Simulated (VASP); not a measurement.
# Sn: Sn into a neighbouring Sn vacancy, part 4 of 5

Wanted: the minimum-energy path in Sn for this move: Sn into a neighbouring Sn vacancy. The start is a computed cell from the Materials Project.

VASP 6.6.1; PBEsol; plane waves and PAW (Sn).

So far. Step 3 (Relax the start): The run ended after 19 ionic steps, 0.346 eV below its first step, once the forces on the free atoms met EDIFFG = -0.05. Step 4 (Relax the end): The run ended after 21 ionic steps, 0.307 eV below its first step, once the forces on the free atoms met EDIFFG = -0.05.

**5. Nudged elastic band**

Images on a straight line between the ends relax across the path, while springs keep them spaced along it.

File INCAR:

```
SYSTEM = Sn
PREC = Normal
ENCUT = 280
EDIFF = 1E-05
NELM = 120
ISMEAR = 1
SIGMA = 0.15
LREAL = Auto
ALGO = Fast
GGA = PS
NBANDS = 69
LWAVE = .FALSE.
LCHARG = .FALSE.
LASPH = .TRUE.
IMAGES = 5
SPRING = -5
IBRION = 1
POTIM = 0.3
NSW = 60
EDIFFG = -0.05
ISYM = 0
ISIF = 0
```

File POSCAR:

```
Sn
1.0
   -5.8266201904      5.8266201904      3.1687159126
    8.7399302856     -8.7399302856      4.7530738689
    5.8266201904      5.8266201904     -3.1687159126
Sn
23
Direct
    0.9872193224      0.0026886644      0.5028829578
    0.0294386719      0.3600036262      0.0043886212
    0.9889198722      0.3098552765      0.4701216430
    0.9653697001      0.6412291342      0.9929135896
    0.9896536639      0.6676656845      0.5129298128
    0.5027345612      0.0063850849      0.0116229916
    0.5117399113      0.0037995612      0.4973823919
    0.4609918210      0.3052868829      0.9998999298
    0.4954233782      0.3306519740      0.5052570893
    0.5525735117      0.6975173135      0.9988563299
    0.4998802533      0.6702501822      0.5097343252
    0.3466966758      0.0771362832      0.2409321618
    0.3696981329      0.0779826762      0.7448652275
    0.3825531449      0.4226390816      0.2541280239
    0.3605612886      0.4118168174      0.7502251636
    0.3792294180      0.7514597973      0.2417047593
    0.3700558877      0.7541442340      0.7555686825
    0.8941710279      0.0650769507      0.1934853170
    0.8813497760      0.0801456190      0.7847378205
    0.8779287281      0.4238706737      0.2565423430
    0.8799679473      0.4118903319      0.7325789480
    0.8859628666      0.7564450783      0.2586099894
    0.8793407840      0.7666038948      0.7736400700
```

File KPOINTS:

```
Automatic mesh
0
Gamma
3 2 2
0 0 0
```

File 00/POSCAR:

```
Sn
1.0
   -5.8266201904      5.8266201904      3.1687159126
    8.7399302856     -8.7399302856      4.7530738689
    5.8266201904      5.8266201904     -3.1687159126
Sn
23
Direct
    0.9872193224      0.0026886644      0.5028829578
    0.0294386719      0.3600036262      0.0043886212
    0.9889198722      0.3098552765      0.4701216430
    0.9653697001      0.6412291342      0.9929135896
    0.9896536639      0.6676656845      0.5129298128
    0.5027345612      0.0063850849      0.0116229916
    0.5117399113      0.0037995612      0.4973823919
    0.4609918210      0.3052868829      0.9998999298
    0.4954233782      0.3306519740      0.5052570893
    0.5525735117      0.6975173135      0.9988563299
    0.4998802533      0.6702501822      0.5097343252
    0.3466966758      0.0771362832      0.2409321618
    0.3696981329      0.0779826762      0.7448652275
    0.3825531449      0.4226390816      0.2541280239
    0.3605612886      0.4118168174      0.7502251636
    0.3792294180      0.7514597973      0.2417047593
    0.3700558877      0.7541442340      0.7555686825
    0.8941710279      0.0650769507      0.1934853170
    0.8813497760      0.0801456190      0.7847378205
    0.8779287281      0.4238706737      0.2565423430
    0.8799679473      0.4118903319      0.7325789480
    0.8859628666      0.7564450783      0.2586099894
    0.8793407840      0.7666038948      0.7736400700
```

File 01/POSCAR:

```
Sn
1.0
   -5.8266201904      5.8266201904      3.1687159126
    8.7399302856     -8.7399302856      4.7530738689
    5.8266201904      5.8266201904     -3.1687159126
Sn
23
Direct
    0.9897966693      0.0028016838      0.5032366032
    0.0236944581      0.3551929745      0.0051538350
    0.9910852531      0.3127079188      0.4738719335
    0.9692622649      0.6439366082      0.9932555126
    0.9936299571      0.6682460425      0.5108565642
    0.4981918530      0.0081078086      0.0191723673
    0.5084475068      0.0035218569      0.4923093625
    0.4653224537      0.3086901421      0.9987095695
    0.4948949948      0.3281785961      0.5005411296
    0.5431713466      0.6909471503      0.9978217915
    0.4989454122      0.6704067919      0.5110307700
    0.2932640438      0.0651176422      0.2024167816
    0.3726495243      0.0784542584      0.7453702761
    0.3870575934      0.4258867368      0.2547600290
    0.3639168552      0.4119574380      0.7480149132
    0.3737403947      0.7468529297      0.2421797190
    0.3726045685      0.7572278644      0.7596696937
    0.8894956734      0.0665684394      0.2008031036
    0.8780288452      0.0799491178      0.7793816631
    0.8691214866      0.4178746839      0.2557064909
    0.8791289446      0.4119489264      0.7337036484
    0.8908077619      0.7601093181      0.2570989924
    0.8791135933      0.7640808956      0.7688657073
```

File 02/POSCAR:

```
Sn
1.0
   -5.8266201904      5.8266201904      3.1687159126
    8.7399302856     -8.7399302856      4.7530738689
    5.8266201904      5.8266201904     -3.1687159126
Sn
23
Direct
    0.9923740162      0.0029147032      0.5035902485
    0.0179502442      0.3503823228      0.0059190487
    0.9932506340      0.3155605611      0.4776222240
    0.9731548297      0.6466440823      0.9935974357
    0.9976062502      0.6688264006      0.5087833157
    0.4936491448      0.0098305322      0.0267217430
    0.5051551024      0.0032441526      0.4872363330
    0.4696530864      0.3120934013      0.9975192091
    0.4943666115      0.3257052181      0.4958251700
    0.5337691815      0.6843769870      0.9967872531
    0.4980105710      0.6705634015      0.5123272148
    0.2398314119      0.0530990011      0.1639014014
    0.3756009157      0.0789258407      0.7458753247
    0.3915620420      0.4291343920      0.2553920341
    0.3672724218      0.4120980587      0.7458046627
    0.3682513714      0.7422460621      0.2426546788
    0.3751532493      0.7603114949      0.7637707049
    0.8848203189      0.0680599281      0.2081208902
    0.8747079144      0.0797526165      0.7740255058
    0.8603142451      0.4118786942      0.2548706389
    0.8782899418      0.4120075208      0.7348283488
    0.8956526572      0.7637735579      0.2555879955
    0.8788864026      0.7615578965      0.7640913446
```

File 03/POSCAR:

```
Sn
1.0
   -5.8266201904      5.8266201904      3.1687159126
    8.7399302856     -8.7399302856      4.7530738689
    5.8266201904      5.8266201904     -3.1687159126
Sn
23
Direct
    0.9949513631      0.0030277226      0.5039438938
    0.0122060304      0.3455716711      0.0066842625
    0.9954160149      0.3184132034      0.4813725145
    0.9770473944      0.6493515563      0.9939393587
    1.0015825434      0.6694067586      0.5067100672
    0.4891064366      0.0115532558      0.0342711186
    0.5018626979      0.0029664484      0.4821633036
    0.4739837191      0.3154966606      0.9963288488
    0.4938382282      0.3232318402      0.4911092103
    0.5243670164      0.6778068238      0.9957527146
    0.4970757298      0.6707200112      0.5136236596
    0.1863987799      0.0410803601      0.1253860212
    0.3785523072      0.0793974229      0.7463803732
    0.3960664906      0.4323820472      0.2560240392
    0.3706279884      0.4122386794      0.7435944122
    0.3627623480      0.7376391946      0.2431296386
    0.3777019301      0.7633951254      0.7678717161
    0.8801449644      0.0695514168      0.2154386768
    0.8713869836      0.0795561153      0.7686693484
    0.8515070036      0.4058827044      0.2540347869
    0.8774509391      0.4120661153      0.7359530492
    0.9004975526      0.7674377977      0.2540769986
    0.8786592119      0.7590348973      0.7593169820
```

File 04/POSCAR:

```
Sn
1.0
   -5.8266201904      5.8266201904      3.1687159126
    8.7399302856     -8.7399302856      4.7530738689
    5.8266201904      5.8266201904     -3.1687159126
Sn
23
Direct
    0.9975287100      0.0031407421      0.5042975392
    0.0064618166      0.3407610194      0.0074494763
    0.9975813958      0.3212658456      0.4851228050
    0.9809399592      0.6520590303      0.9942812817
    1.0055588366      0.6699871166      0.5046368186
    0.4845637285      0.0132759795      0.0418204943
    0.4985702934      0.0026887441      0.4770902742
    0.4783143518      0.3188999198      0.9951384885
    0.4933098448      0.3207584623      0.4863932506
    0.5149648512      0.6712366606      0.9947181762
    0.4961408887      0.6708766209      0.5149201043
    0.1329661479      0.0290617191      0.0868706410
    0.3815036986      0.0798690051      0.7468854218
    0.4005709391      0.4356297023      0.2566560444
    0.3739835549      0.4123793000      0.7413841618
    0.3572733247      0.7330323270      0.2436045983
    0.3802506110      0.7664787558      0.7719727274
    0.8754696098      0.0710429055      0.2227564633
    0.8680660527      0.0793596141      0.7633131911
    0.8426997620      0.3998867146      0.2531989348
    0.8766119364      0.4121247097      0.7370777497
    0.9053424479      0.7711020375      0.2525660016
    0.8784320212      0.7565118981      0.7545426193
```

File 05/POSCAR:

```
Sn
1.0
   -5.8266201904      5.8266201904      3.1687159126
    8.7399302856     -8.7399302856      4.7530738689
    5.8266201904      5.8266201904     -3.1687159126
Sn
23
Direct
    1.0001060569      0.0032537615      0.5046511845
    0.0007176027      0.3359503677      0.0082146900
    0.9997467767      0.3241184879      0.4888730955
    0.9848325240      0.6547665044      0.9946232048
    1.0095351297      0.6705674747      0.5025635700
    0.4800210203      0.0149987032      0.0493698700
    0.4952778890      0.0024110398      0.4720172447
    0.4826449845      0.3223031790      0.9939481281
    0.4927814614      0.3182850843      0.4816772910
    0.5055626861      0.6646664973      0.9936836378
    0.4952060476      0.6710332305      0.5162165491
    0.0795335160      0.0170430780      0.0483552608
    0.3844550900      0.0803405874      0.7473904704
    0.4050753876      0.4388773575      0.2572880495
    0.3773391215      0.4125199206      0.7391739114
    0.3517843014      0.7284254594      0.2440795580
    0.3827992918      0.7695623862      0.7760737386
    0.8707942553      0.0725343942      0.2300742499
    0.8647451219      0.0791631128      0.7579570337
    0.8338925205      0.3938907249      0.2523630827
    0.8757729336      0.4121833042      0.7382024501
    0.9101873432      0.7747662773      0.2510550046
    0.8782048305      0.7539888990      0.7497682566
```

File 06/POSCAR:

```
Sn
1.0
   -5.8266201904      5.8266201904      3.1687159126
    8.7399302856     -8.7399302856      4.7530738689
    5.8266201904      5.8266201904     -3.1687159126
Sn
23
Direct
    1.0026834038      0.0033667809      0.5050048299
   -0.0050266111      0.3311397160      0.0089799038
    1.0019121576      0.3269711302      0.4926233860
    0.9887250888      0.6574739784      0.9949651278
    1.0135114229      0.6711478327      0.5004903215
    0.4754783121      0.0167214268      0.0569192457
    0.4919854845      0.0021333355      0.4669442153
    0.4869756172      0.3257064382      0.9927577678
    0.4922530781      0.3158117064      0.4769613313
    0.4961605210      0.6580963341      0.9926490994
    0.4942712064      0.6711898402      0.5175129939
    0.0261008840      0.0050244370      0.0098398806
    0.3874064814      0.0808121696      0.7478955190
    0.4095798362      0.4421250127      0.2579200546
    0.3806946881      0.4126605413      0.7369636609
    0.3462952781      0.7238185918      0.2445545178
    0.3853479726      0.7726460167      0.7801747498
    0.8661189008      0.0740258829      0.2373920365
    0.8614241911      0.0789666116      0.7526008764
    0.8250852790      0.3878947351      0.2515272307
    0.8749339309      0.4122418986      0.7393271505
    0.9150322385      0.7784305171      0.2495440077
    0.8779776398      0.7514658998      0.7449938939
```

PAW data sets: Sn (PBE family, release 64).

On the command line:

```
> mpirun -np 5 vasp_std
```

Output:

```text
[banner, memory and clock lines left out]
running    5 mpi-ranks, on    1 nodes
 each image running on    1 cores
 distrk:  each k-point on    1 cores,    1 groups
 distr:  one band on    1 cores,    1 groups

 POSCAR found type information on POSCAR Sn
 01/POSCAR found :  1 types and      23 ions
 [... a notice as in an earlier step ...]

 LDA part: xc-table for (Slater+PW92), standard interpolation
 POSCAR found type information on POSCAR Sn
 00/POSCAR found :  1 types and      23 ions
 POSCAR found type information on POSCAR Sn
 06/POSCAR found :  1 types and      23 ions
 [... a notice as in an earlier step ...]

 POSCAR, INCAR and KPOINTS ok, starting setup
 FFT: planning ... GRIDC
 FFT: planning ... GRID_SOFT
 FFT: planning ... GRID
 WAVECAR not read
 entering main loop
       N       E                     dE             d eps       ncg     rms          rms(c)
DAV:   1     0.218552728887E+03    0.21855E+03   -0.21448E+04  1104   0.637E+02
DAV:   2    -0.746825075047E+02   -0.29324E+03   -0.27638E+03  1326   0.119E+02
DAV:   3    -0.971250221909E+02   -0.22443E+02   -0.21526E+02  1416   0.337E+01
DAV:   4    -0.977276897146E+02   -0.60267E+00   -0.59495E+00  1368   0.535E+00
DAV:   5    -0.977432513694E+02   -0.15562E-01   -0.15527E-01  1416   0.742E-01    0.819E+00
RMM:   6    -0.973508994511E+02    0.39235E+00   -0.91069E-02  1104   0.823E-01    0.485E+00
RMM:   7    -0.971165201328E+02    0.23438E+00   -0.20035E-01  1104   0.131E+00    0.199E-01
RMM:   8    -0.971175579940E+02   -0.10379E-02   -0.21190E-02  1107   0.495E-01    0.134E-01
RMM:   9    -0.971179127595E+02   -0.35477E-03   -0.29965E-03  1130   0.171E-01    0.375E-02
RMM:  10    -0.971179910884E+02   -0.78329E-04   -0.80178E-04  1166   0.773E-02    0.210E-02
RMM:  11    -0.971179956895E+02   -0.46011E-05   -0.89132E-05  1008   0.228E-02
   1 F= -.97117996E+02 E0= -.97118958E+02  d E =-.971180E+02
 BRION: g(F)=  0.571E-01 g(S)=  0.000E+00
 bond charge predicted
       N       E                     dE             d eps       ncg     rms          rms(c)
DAV:   1    -0.971248144183E+02   -0.68233E-02   -0.34995E-02  1312   0.463E-01    0.567E-02
RMM:   2    -0.971250624932E+02   -0.24807E-03   -0.30198E-03  1104   0.123E-01    0.194E-02
RMM:   3    -0.971251038451E+02   -0.41352E-04   -0.38881E-04  1167   0.461E-02    0.874E-03
RMM:   4    -0.971251073195E+02   -0.34744E-05   -0.48654E-05   889   0.171E-02
   2 F= -.97125107E+02 E0= -.97126135E+02  d E =-.711163E-02
[... from here on, the cycles between the ionic steps are left out ...]
   3 F= -.97142345E+02 E0= -.97143697E+02  d E =-.172373E-01
   4 F= -.97144220E+02 E0= -.97145665E+02  d E =-.187514E-02
   5 F= -.97146008E+02 E0= -.97147552E+02  d E =-.178850E-02
   6 F= -.97148200E+02 E0= -.97149876E+02  d E =-.219200E-02
   7 F= -.97149683E+02 E0= -.97151440E+02  d E =-.148250E-02
   8 F= -.97151250E+02 E0= -.97153084E+02  d E =-.156721E-02
   9 F= -.97152094E+02 E0= -.97153953E+02  d E =-.843833E-03
  10 F= -.97153974E+02 E0= -.97155882E+02  d E =-.187973E-02
  11 F= -.97155079E+02 E0= -.97157010E+02  d E =-.110548E-02
  12 F= -.97155890E+02 E0= -.97157828E+02  d E =-.810605E-03
  13 F= -.97156627E+02 E0= -.97158566E+02  d E =-.737609E-03
  14 F= -.97157674E+02 E0= -.97159613E+02  d E =-.104711E-02
 BRION: g(F)=  0.168E-02 g(S)=  0.000E+00
 BRIONS problems: POTIM should be increased
 retain N=  1 mean eig= 9.23
 eig:   9.234
 bond charge predicted
       N       E                     dE             d eps       ncg     rms          rms(c)
DAV:   1    -0.971585937319E+02   -0.92123E-03   -0.19134E-02  1211   0.337E-01    0.260E-02
RMM:   2    -0.971586543000E+02   -0.60568E-04   -0.76312E-04  1104   0.687E-02    0.882E-03
RMM:   3    -0.971586674463E+02   -0.13146E-04   -0.11030E-04  1099   0.264E-02    0.506E-03
RMM:   4    -0.971586690384E+02   -0.15921E-05   -0.14534E-05   755   0.991E-03
  15 F= -.97158669E+02 E0= -.97160604E+02  d E =-.994735E-03
 BRION: g(F)=  0.155E-02 g(S)=  0.000E+00
 BRIONS problems: POTIM should be increased
 retain N=  1 mean eig= 8.00
 eig:   8.004
 reached required accuracy - stopping structural energy minimisation
```

The job ended after 6.4 min (5 MPI ranks of Intel Xeon 6975P-C (Granite Rapids), shared host; peak memory 1.5 GiB; 31 min of CPU time).

(Continued in part 5 of 5.)

[Lines on the potential files, build, host, timing and source positions are cut from VASP's logs without a mark.]

[Logs are printed without paths, hosts, clocks, repeated set-up lines and the standing remarks that a program may print on its own settings, such as how far it seeks lower states.]

[Hosts, paths, dates, database ids (printed as entryN), source tags and the programs' standing remarks are cut or masked in the printed files.]

[Runs that stopped without an error message from VASP are left out.]
